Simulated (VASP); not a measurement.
Here is the system:

```
CELL_PARAMETERS angstrom
     -1.63472     1.63472     1.63472
      1.63472    -1.63472     1.63472
      1.63472     1.63472    -1.63472
ATOMIC_POSITIONS crystal
  Nb 0.00000 0.00000 0.00000
```

Level of theory: PBEsol GGA, VASP's PBE PAW potentials (set 64) (plane waves; VASP). Numerical set-up: PREC = Normal, EDIFF = 1E-5, 400 eV cut-off, 17×17×17 Γ-centred mesh, first-order Methfessel-Paxton smearing of 0.10 eV, potentials Nb_sv.

**Question.** Give the stress tensor in GPa (positive for a compressed cell).

**Answer.** 
```
-1.00   0.00   0.00
 0.00  -1.00   0.00
 0.00   0.00  -1.00
```
The pressure is its mean diagonal, -1.00 GPa.

The compound is Nb in the bcc structure. It was relaxed first.
